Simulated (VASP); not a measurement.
```
CELL_PARAMETERS angstrom
      1.53644    -2.66119     0.00000
      1.53644     2.66119     0.00000
      0.00000     0.00000     4.85636
ATOMIC_POSITIONS crystal
  Hf 0.33333 0.66667 0.25000
  Hf 0.66667 0.33333 0.75000
```

The numbers are results of PBE GGA, VASP's PBE PAW potentials (set 64) (plane waves; VASP), not measurements. Numerical set-up: 480 eV cut-off, 12×12×8 Γ-centred mesh, first-order Methfessel-Paxton smearing of 0.10 eV, potentials Hf_pv.

### Question
Give the stress tensor in GPa (positive for a compressed cell).

### Answer

```
16.07   0.00   0.00
 0.00  16.07   0.00
 0.00   0.00  16.83
```
The pressure is its mean diagonal, 16.32 GPa.

The compound is Hf in the hcp structure. This cell was strained or had an atom moved on purpose.
